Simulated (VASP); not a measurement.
Method: PBE GGA with D4 dispersion, VASP's PBE PAW potentials (set 64) (plane waves; VASP 6.6.1).

VASP ran on this input.

**KPOINTS**
```
Regular mesh
0
Gamma
12 12 7
```

INCAR:
```
ISMEAR = 1
EDIFFG = -0.01   ! ionic stop
ISIF = 3
SYSTEM = Mg
SIGMA = 0.1   ! width (eV)
ALGO = Normal
IBRION = 2
ENCUT = 520
LCHARG = .FALSE.
LASPH = .TRUE.
LREAL = .FALSE.   ! projection in real space or not
LWAVE = .FALSE.
PREC = Accurate
IVDW = 13
NELM = 100
GGA = PE
NSW = 60   ! most ionic steps
EDIFF = 1E-6   ! SCF stop (eV)
```

**POSCAR**
```
Mg
1
    1.6050000000    -2.7799420000     0.0000000000
    1.6050000000     2.7799420000     0.0000000000
    0.0000000000     0.0000000000     5.2100000000
Mg
2
Direct
  0.3333330000   0.6666670000   0.2500000000
  0.6666670000   0.3333330000   0.7500000000
```

POTCAR, in this order: Mg (PBE.64 set). Program: vasp_std.

**Question.** What will the output report for the number of irreducible k-points (NKPTS), largest plane-wave count, number of space-group operations, FFT grid (NGX, NGY, NGZ)?

**Answer.** 
| Quantity | Value |
|---|---|
| number of irreducible k-points (NKPTS) | 76 |
| largest plane-wave count | 1281 |
| number of space-group operations | 24 |
| FFT grid (NGX, NGY, NGZ) | 24 × 24 × 40 |

The compound is Mg in the hcp structure. This run relaxes it. Symmetry was kept, so distortions that lower it aren't found.
